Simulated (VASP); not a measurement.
```
CELL_PARAMETERS angstrom
      3.14514     0.00000     0.00000
     -1.57257     2.72377     0.00000
      0.00000     0.00000    14.76671
ATOMIC_POSITIONS crystal
  Mg 0.00000 0.00000 0.99909
  Mg 0.66667 0.33333 0.50375
  Mg 0.00000 0.00000 0.32986
  Cd 0.66667 0.33333 0.83507
  Cd 0.00000 0.00000 0.66773
  Cd 0.66667 0.33333 0.16449
```

All values below come from PBEsol GGA, VASP's PBE PAW potentials (set 64) (plane waves; VASP). Settings: 400 eV cut-off, 13×13×3 Γ-centred mesh, tetrahedra with Blöchl corrections, potentials Mg Cd.

The cores are frozen, which limits the accuracy of field gradients.

Problem. Give the principal components of the electric field gradient (V/Å²) and the asymmetry η at each nucleus.

Solution. 
| atom | Vxx | Vyy | Vzz | η |
|---|---|---|---|---|
| Mg1 | -0.7 | -0.7 | 1.4 | 0.00 |
| Mg2 | -0.4 | -0.4 | 0.9 | 0.00 |
| Mg3 | -0.6 | -0.6 | 1.2 | 0.00 |
| Cd4 | 14.3 | 14.3 | -28.6 | 0.00 |
| Cd5 | 15.7 | 15.7 | -31.4 | 0.00 |
| Cd6 | 19.0 | 19.0 | -38.1 | 0.00 |

The structure comes from a computed database's MgCd entry (P3m1); how it stands against other phases isn't given here. It was relaxed first, which changed the volume by -6 %.
